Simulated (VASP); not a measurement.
Energy against volume of ZrB$_{2}$ (AlB2 type). These are PBE GGA with D3 dispersion (Becke-Johnson damping), VASP's PBE PAW potentials (set 64) (plane waves; VASP) values and carry that method's errors. Numerical set-up: 520 eV cut-off, 11×11×9 Γ-centred mesh, first-order Methfessel-Paxton smearing of 0.10 eV, potentials Zr_sv B.

Shape and ions are relaxed at each volume.

```csv
V (Å³/atom),E (eV/atom)
9.427,-8.68951
9.728,-8.71330
10.029,-8.72072
10.330,-8.71402
```

Q: Fit these four points and predict the energy of the run at 10.631 Å³/atom.

A: A cubic in V^(−2/3), the third-order Birch-Murnaghan form, passes through the four points with V0 = 10.03 Å³/atom and B0 = 250 GPa, and gives -8.6952 eV/atom there. The run gave -8.6952 eV/atom, +0.0 meV/atom from the fit; all five points give B0 = 250 GPa.

The compound is ZrB2 in the AlB2 type structure. It was relaxed first.
